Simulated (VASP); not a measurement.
**ZnAu: input slips in a relaxation and what they do**

Aim: see how common mistakes in a VASP relaxation show up, on ZnAu. The starting structure is a measured crystal structure from the Crystallography Open Database. The first relaxation on each setting starts from this cell expanded by 3 % in volume.

Calculated with VASP 6.6.1; Kohn-Sham DFT with plane waves and PAW; PBEsol.

**1. The structure**

It takes space group Pm-3m (No. 221, cubic). Conventional cell: a = 3.147 Å, b = 3.147 Å, c = 3.147 Å, α = 90.00°, β = 90.00°, γ = 90.00°. Au has 8 Zn at 2.73 Å nearest. Nearest to Zn lie 8 Au at 2.73 Å. Farther neighbours are not listed.

**2. Reference relaxation**

This run starts from the cell of an earlier relaxation, which isn't shown; the restart sets up the plane waves anew.

The input, INCAR:

```
SYSTEM = ZnAu
PREC = Accurate
ENCUT = 450
EDIFF = 1E-06
NELM = 100
ISMEAR = 1
SIGMA = 0.15
LREAL = .FALSE.
ALGO = Normal
GGA = PS
NBANDS = 17
LORBIT = 11
LWAVE = .FALSE.
LCHARG = .FALSE.
KPAR = 4
IBRION = 2
NSW = 50
ISIF = 3
EDIFFG = -0.006
```

The input, POSCAR:

```
ZnAu
1.0
    3.1296910013      0.0000000000      0.0000000000
    0.0000000000      3.1296910013      0.0000000000
    0.0000000000      0.0000000000      3.1296910013
Au Zn
1 1
Direct
    0.0000000000      0.0000000000      0.0000000000
    0.5000000000      0.5000000000      0.5000000000
```

The input, KPOINTS:

```
Automatic mesh
0
Gamma
14 14 14
0 0 0
```

Potentials, in the order of the species: Au and Zn (PBE family, release 64).

On the command line:

```console
> mpirun -np 4 vasp_std
```

The log of the run:

```text
[banner, memory and clock lines left out]
running    4 mpi-ranks, on    1 nodes
 distrk:  each k-point on    1 cores,    4 groups
 distr:  one band on    1 cores,    1 groups

 POSCAR found type information on POSCAR AuZn
 POSCAR found :  2 types and       2 ions
|                                                                             |
|               ----> ADVICE to this user running VASP <----                  |
|                                                                             |
|     You enforced a specific xc type in the INCAR file but a different       |
|     [... a line on the potential file left out ...]
|     I HOPE YOU KNOW WHAT YOU ARE DOING!                                     |
|                                                                             |

 LDA part: xc-table for (Slater+PW92), standard interpolation
 POSCAR, INCAR and KPOINTS ok, starting setup
 FFT: planning ... GRIDC
 FFT: planning ... GRID_SOFT
 FFT: planning ... GRID
 WAVECAR not read
 entering main loop
       N       E                     dE             d eps       ncg     rms          rms(c)
DAV:   1     0.112280868020E+03    0.11228E+03   -0.10679E+04  4312   0.158E+03
DAV:   2    -0.244296014865E+01   -0.11472E+03   -0.11029E+03  4203   0.292E+02
DAV:   3    -0.649586721068E+01   -0.40529E+01   -0.40293E+01  4601   0.623E+01
DAV:   4    -0.652698330214E+01   -0.31116E-01   -0.31108E-01  4588   0.470E+00
DAV:   5    -0.652731187336E+01   -0.32857E-03   -0.32856E-03  4670   0.520E-01    0.913E+00
DAV:   6    -0.598791318105E+01    0.53940E+00   -0.16250E+00  4333   0.152E+01    0.558E+00
DAV:   7    -0.595829259650E+01    0.29621E-01   -0.38173E-02  5748   0.363E+00    0.296E+00
DAV:   8    -0.594818810857E+01    0.10104E-01   -0.78161E-03  4453   0.985E-01    0.125E-01
DAV:   9    -0.594820616309E+01   -0.18055E-04   -0.38687E-04  4925   0.258E-01    0.635E-02
DAV:  10    -0.594821173661E+01   -0.55735E-05   -0.29564E-05  5116   0.681E-02    0.189E-02
DAV:  11    -0.594821173190E+01    0.47107E-08   -0.44464E-06  4220   0.354E-02
   1 F= -.59482117E+01 E0= -.59477106E+01  d E =-.594821E+01
 curvature:   0.00 expect dE= 0.000E+00 dE for cont linesearch  0.000E+00
 trial: gam= 0.00000 g(F)=  0.000E+00 g(S)=  0.561E-04 ort = 0.000E+00 (trialstep = 0.100E+01)
 search vector abs. value=  0.561E-04
 bond charge predicted
       N       E                     dE             d eps       ncg     rms          rms(c)
DAV:   1    -0.594940404551E+01   -0.11923E-02   -0.15802E-02  4304   0.222E+00    0.230E-01
DAV:   2    -0.594827968418E+01    0.11244E-02   -0.31985E-03  4640   0.129E+00    0.799E-02
DAV:   3    -0.594821298414E+01    0.66700E-04   -0.12738E-04  4156   0.117E-01    0.520E-02
DAV:   4    -0.594819422200E+01    0.18762E-04   -0.88405E-06  5794   0.100E-01    0.208E-02
DAV:   5    -0.594819006292E+01    0.41591E-05   -0.41344E-06  4537   0.249E-02    0.176E-03
DAV:   6    -0.594818999842E+01    0.64502E-07   -0.37364E-07  2087   0.817E-03
   2 F= -.59481900E+01 E0= -.59476867E+01  d E =0.217335E-04
 trial-energy change:    0.000022  1 .order    0.000008   -0.000056    0.000073
 step:   0.3031(harm=  0.4359)  dis= 0.00000  next Energy=    -5.948220 (dE=-0.813E-05)
 bond charge predicted
       N       E                     dE             d eps       ncg     rms          rms(c)
DAV:   1    -0.594880785750E+01   -0.61779E-03   -0.77083E-03  4299   0.156E+00    0.160E-01
DAV:   2    -0.594826379231E+01    0.54407E-03   -0.15468E-03  4637   0.889E-01    0.565E-02
DAV:   3    -0.594822977926E+01    0.34013E-04   -0.61054E-05  4127   0.795E-02    0.367E-02
DAV:   4    -0.594821926423E+01    0.10515E-04   -0.42714E-06  4927   0.704E-02    0.140E-02
DAV:   5    -0.594821667771E+01    0.25865E-05   -0.23047E-06  3674   0.167E-02    0.124E-03
DAV:   6    -0.594821673707E+01   -0.59361E-07   -0.21398E-07  2071   0.633E-03
   3 F= -.59482167E+01 E0= -.59477149E+01  d E =-.500517E-05
 curvature:  -0.21 expect dE=-0.202E-06 dE for cont linesearch -0.202E-06
 trial: gam= 0.00000 g(F)=  0.272E-65 g(S)=  0.982E-06 ort =-0.742E-05 (trialstep = 0.861E+00)
 search vector abs. value=  0.982E-06
 reached required accuracy - stopping structural energy minimisation
```

Elapsed: 27 s, on 4 MPI ranks of AMD EPYC 7R43, shared host; peak memory 0.58 GiB; 1.7 min of CPU time.

The logs omit lines about the potential files and the build; timing stands in the text.

OUTCAR, selected parts (step 2):

```text
ion  position               nearest neighbor table
   1  0.000  0.000  0.000-   2 2.71   2 2.71   2 2.71   2 2.71   2 2.71   2 2.71   2 2.71   2 2.71

  LATTYP: Found a simple cubic cell.
 ALAT       =     3.1296910013

 Subroutine GETGRP returns: Found 48 space group operations
 (whereof 48 operations were pure point group operations)

The static configuration has the point symmetry O_h .

 Found    120 irreducible k-points:

   k-points           NKPTS =    120   k-points in BZ     NKDIM =    120   number of bands    NBANDS=     17

   dimension x,y,z NGX =    24 NGY =   24 NGZ =   24
   dimension x,y,z NGXF=    48 NGYF=   48 NGZF=   48

   ENCUT  =  450.0 eV  33.07 Ry    5.75 a.u.   5.41  5.41  5.41*2*pi/ulx,y,z

   NELECT =      23.0000    total number of electrons

 k-points in reciprocal lattice and weights: Automatic mesh
   0.00000000  0.00000000  0.00000000       0.000
   0.07142857  0.00000000  0.00000000       0.002
   0.14285714  0.00000000  0.00000000       0.002
   0.21428571  0.00000000  0.00000000       0.002
   0.28571429  0.00000000  0.00000000       0.002
   0.35714286  0.00000000  0.00000000       0.002
   0.42857143  0.00000000  0.00000000       0.002
   0.50000000  0.00000000  0.00000000       0.001
   0.07142857  0.07142857  0.00000000       0.004
[...]
0.50000000  0.50000000  0.42857143       0.002
   0.50000000  0.50000000  0.50000000       0.000

 average (electrostatic) potential at core
       1 -67.0094       2 -32.4823

 E-fermi :   7.1077

 k-point     1 :       0.0000    0.0000    0.0000
  band No.  band energies     occupation
    ...
      7       1.6482      2.00000
      8       1.6482      2.00000
      9       3.3685      2.00000
     10       3.3685      2.00000
     11       3.3685      2.00000
     12      12.1038      0.00000
     13      12.1038      0.00000
     14      12.1038      0.00000
     15      16.1637      0.00000
     16      19.3722      0.00000
    ...

 k-point     2 :       0.0714    0.0000    0.0000
  band No.  band energies     occupation
    ...
      7       1.6319      2.00000
      8       1.6729      2.00000
      9       3.2958      2.00000
     10       3.2958      2.00000
     11       3.3604      2.00000
     12      11.3759      0.00000
     13      12.2796      0.00000
     14      12.2796      0.00000
     15      16.6225      0.00000
     16      19.2691      0.00000
    ...

 k-point     3 :       0.1429    0.0000    0.0000
  band No.  band energies     occupation
    ...
      7       1.5847      2.00000
      8       1.7422      2.00000
      9       3.1010      2.00000
     10       3.1010      2.00000
     11       3.3375      2.00000
     12       9.9182     -0.00000
     13      12.7839      0.00000
     14      12.7839      0.00000
     15      17.1992      0.00000
     16      18.9890      0.00000
    ...

  Total        0.0036832      0.0036832      0.0036832      0.0000000     -0.0000000      0.0000000
  in kB        0.1926178      0.1926178      0.1926178      0.0000000     -0.0000000      0.0000000
  external PRESSURE =       0.1926178 kB  Pullay stress =       0.0000000 kB

  energy-cutoff  :      450.00
  volume of cell :       30.64
      direct lattice vectors                 reciprocal lattice vectors
     3.129053822  0.000000000  0.000000000     0.319585426 -0.000000000  0.000000000
     0.000000000  3.129053822  0.000000000    -0.000000000  0.319585426  0.000000000
    -0.000000000 -0.000000000  3.129053822    -0.000000000  0.000000000  0.319585426

 POSITION                                       TOTAL-FORCE (eV/Angst)
 -----------------------------------------------------------------------------------
      0.00000      0.00000      0.00000         0.000000      0.000000      0.000000
      1.56453      1.56453      1.56453        -0.000000     -0.000000      0.000000
 -----------------------------------------------------------------------------------
    total drift:                                0.000000      0.000000     -0.000000

  FREE ENERGIE OF THE ION-ELECTRON SYSTEM (eV)
  ---------------------------------------------------
  free  energy   TOTEN  =        -5.9482167371 eV

  energy  without entropy=       -5.9467112402  energy(sigma->0) =       -5.94771490

 reached required accuracy - stopping structural energy minimisation

 total charge
# of ion       s       p       d       tot
------------------------------------------
    1        0.620   0.408   8.702   9.729
    2        0.528   0.466   9.771  10.765
--------------------------------------------------
tot          1.148   0.875  18.472  20.495

[... 3 further parts left out ...]
```

This run has no spin polarisation. Its electron count is odd, so without a moment it is a metal by construction. The PAW data sets were made with PBE, which is usual practice but a small mismatch for other functionals. The run keeps the 48 symmetry operations of its start, so it cannot find a distortion of lower symmetry.

The reference relaxation ends at 15.318 Å³ an atom. Pressures at 0.985 and 1.015 times this volume, from two more relaxations that aren't shown, give a bulk modulus of 142.6 GPa.

**3. Relaxation with a loose electronic threshold**

A slip made on purpose: a loose electronic threshold. Against step 2 the input has EDIFF = 0.01 (also changed: NELM and NSW).

INCAR: that of step 2 with these lines changed.

```diff
@@ -3,4 +3,4 @@
 ENCUT = 450
-EDIFF = 1E-06
-NELM = 100
+EDIFF = 0.01
+NELM = 60
 ISMEAR = 1
@@ -16,3 +16,3 @@
 IBRION = 2
-NSW = 50
+NSW = 30
 ISIF = 3
```

The input, POSCAR:

```
ZnAu
1.0
    3.1781604424      0.0000000000      0.0000000000
    0.0000000000      3.1781604424      0.0000000000
    0.0000000000      0.0000000000      3.1781604424
Au Zn
1 1
Direct
    0.0000000000      0.0000000000      0.0000000000
    0.5000000000      0.5000000000      0.5000000000
```

KPOINTS is that of step 2.

On the command line:

```console
> mpirun -np 4 vasp_std
```

The log of the run:

```text
[banner, memory and clock lines left out]
running    4 mpi-ranks, on    1 nodes
[...]
[... a notice as in an earlier step ...]

 LDA part: xc-table for (Slater+PW92), standard interpolation
 POSCAR, INCAR and KPOINTS ok, starting setup
[...]
entering main loop
       N       E                     dE             d eps       ncg     rms          rms(c)
DAV:   1     0.115046409085E+03    0.11505E+03   -0.10642E+04  4256   0.156E+03
DAV:   2    -0.223212435487E+01   -0.11728E+03   -0.11230E+03  4175   0.295E+02
DAV:   3    -0.644736736704E+01   -0.42152E+01   -0.41911E+01  4650   0.637E+01
DAV:   4    -0.647827199354E+01   -0.30905E-01   -0.30896E-01  4615   0.477E+00
DAV:   5    -0.647861697286E+01   -0.34498E-03   -0.34497E-03  4678   0.534E-01    0.806E+00
DAV:   6    -0.595794490435E+01    0.52067E+00   -0.16494E+00  4326   0.152E+01    0.505E+00
DAV:   7    -0.593132980045E+01    0.26615E-01   -0.33463E-02  5702   0.338E+00    0.276E+00
DAV:   8    -0.592128412855E+01    0.10046E-01   -0.87591E-03  4603   0.105E+00    0.136E-01
DAV:   9    -0.592130106992E+01   -0.16941E-04   -0.36396E-04  2245   0.245E-01
   1 F= -.59213011E+01 E0= -.59209256E+01  d E =-.592130E+01
[... from here on, the cycles between the ionic steps are left out ...]
   2 F= -.59240153E+01 E0= -.59235235E+01  d E =-.271422E-02
   3 F= -.59500670E+01 E0= -.59495724E+01  d E =-.287660E-01
   4 F= -.59473430E+01 E0= -.59468311E+01  d E =-.260419E-01
   5 F= -.59491321E+01 E0= -.59486256E+01  d E =-.278311E-01
   6 F= -.59485396E+01 E0= -.59480304E+01  d E =-.272385E-01
   7 F= -.59497990E+01 E0= -.59493008E+01  d E =-.125947E-02
   8 F= -.59491762E+01 E0= -.59486693E+01  d E =-.636653E-03
   9 F= -.59493592E+01 E0= -.59488588E+01  d E =-.819619E-03
  10 F= -.59492934E+01 E0= -.59487911E+01  d E =-.753861E-03
  11 F= -.59492522E+01 E0= -.59487485E+01  d E =-.712667E-03
  12 F= -.59492590E+01 E0= -.59487557E+01  d E =-.719412E-03
  13 F= -.59492890E+01 E0= -.59487870E+01  d E =-.300168E-04
 trial-energy change:   -0.000030  1 .order   -0.000009   -0.000021    0.000003
 step:   0.7360(harm=  0.7360)  dis= 0.00000  next Energy=    -5.949268 (dE=-0.900E-05)
 reached required accuracy - stopping structural energy minimisation
```

Elapsed: 40 s, on 4 MPI ranks; peak memory 0.64 GiB; 2.6 min of CPU time.

Parts of OUTCAR (step 3):

```text
  Total       -0.0055174     -0.0055174     -0.0055174     -0.0000000     -0.0000000     -0.0000000
  in kB       -0.2887907     -0.2887907     -0.2887907     -0.0000000     -0.0000000     -0.0000000
  external PRESSURE =      -0.2887907 kB  Pullay stress =       0.0000000 kB

 POSITION                                       TOTAL-FORCE (eV/Angst)
 -----------------------------------------------------------------------------------
      0.00000      3.12816      3.12816        -0.000000     -0.000000     -0.000000
      1.56408      1.56408      1.56408         0.000000      0.000000      0.000000
 -----------------------------------------------------------------------------------
    total drift:                                0.000000      0.000000     -0.000000

  FREE ENERGIE OF THE ION-ELECTRON SYSTEM (eV)
  ---------------------------------------------------
  free  energy   TOTEN  =        -5.9492889810 eV

  energy  without entropy=       -5.9477831550  energy(sigma->0) =       -5.94878704

[... 2 parts as in an earlier step ...]

[... 2 further parts left out ...]
[key lines of the parts left out:]
E-fermi :   7.1193
```

Logs of long relaxations may skip ionic steps without a mark.

With a loose electronic threshold the cell ends at 15.305 Å³ an atom, -0.09 % from the reference.

**4. Relaxation with a leftover external pressure of 100 kbar**

A slip made on purpose: a leftover external pressure of 100 kbar. Against step 2 the input has PSTRESS = 100 (also changed: NELM).

INCAR: that of step 3 with these lines changed.

```diff
@@ -3,3 +3,3 @@
 ENCUT = 450
-EDIFF = 0.01
+EDIFF = 1E-06
 NELM = 60
@@ -16,4 +16,5 @@
 IBRION = 2
-NSW = 30
+NSW = 50
 ISIF = 3
 EDIFFG = -0.006
+PSTRESS = 100
```

POSCAR is that of step 3.

KPOINTS is that of step 3.

On the command line:

```console
> mpirun -np 4 vasp_std
```

The log of the run:

```text
[... set-up lines as in an earlier step ...]
 entering main loop
       N       E                     dE             d eps       ncg     rms          rms(c)
[... 8 cycles as in an earlier step ...]
DAV:   9    -0.592130704469E+01   -0.22916E-04   -0.42371E-04  4736   0.245E-01    0.702E-02
DAV:  10    -0.592131037256E+01   -0.33279E-05   -0.34477E-05  5057   0.724E-02    0.176E-02
DAV:  11    -0.592131027111E+01    0.10144E-06   -0.52819E-06  4225   0.404E-02
   1 F= -.39176833E+01 E0= -.39173071E+01  d E =-.391768E+01
[... from here on, the cycles between the ionic steps are left out ...]
   2 F= -.37335436E+01 E0= -.37332798E+01  d E =0.184140E+00
   3 F= -.40953159E+01 E0= -.40948444E+01  d E =-.177633E+00
   4 F= -.40955208E+01 E0= -.40950538E+01  d E =-.177837E+00
   5 F= -.40954904E+01 E0= -.40950268E+01  d E =-.177807E+00
   6 F= -.40954752E+01 E0= -.40950065E+01  d E =0.151588E-04
   7 F= -.40955287E+01 E0= -.40950627E+01  d E =-.382542E-04
[...]
reached required accuracy - stopping structural energy minimisation
```

Elapsed: 42 s, on 4 MPI ranks; peak memory 0.64 GiB; 2.7 min of CPU time.

OUTCAR, selected parts (step 4):

```text
  Total        1.7988162      1.7988162      1.7988162     -0.0000000     -0.0000000     -0.0000000
  in kB       99.8287030     99.8287030     99.8287030     -0.0000000     -0.0000000     -0.0000000
  external PRESSURE =      -0.1712970 kB  Pullay stress =     100.0000000 kB

 POSITION                                       TOTAL-FORCE (eV/Angst)
 -----------------------------------------------------------------------------------
     -0.00000      3.06771      3.06771         0.000000     -0.000000      0.000000
      1.53385      1.53385      1.53385        -0.000000      0.000000      0.000000
 -----------------------------------------------------------------------------------
    total drift:                                0.000000      0.000000     -0.000000

  FREE ENERGIE OF THE ION-ELECTRON SYSTEM (eV)
  ---------------------------------------------------
  free  energy   TOTEN  =        -5.8974314780 eV

  energy  without entropy=       -5.8960335569  energy(sigma->0) =       -5.89696550

[... 2 parts as in an earlier step ...]

[... 2 further parts left out ...]
[key lines of the parts left out:]
E-fermi :   7.9111
```

With a leftover external pressure of 100 kbar the cell ends at 14.435 Å³ an atom, -5.77 % from the reference.

[end of part 1 of 2]

[Lines on the potential files, build, host, timing and source positions are cut from VASP's logs without a mark.]

[Logs are printed without paths, hosts, clocks, repeated set-up lines and the standing remarks that a program may print on its own settings, such as how far it seeks lower states.]

[Hosts, paths, dates, database ids (printed as entryN), source tags and the programs' standing remarks are cut or masked in the printed files.]
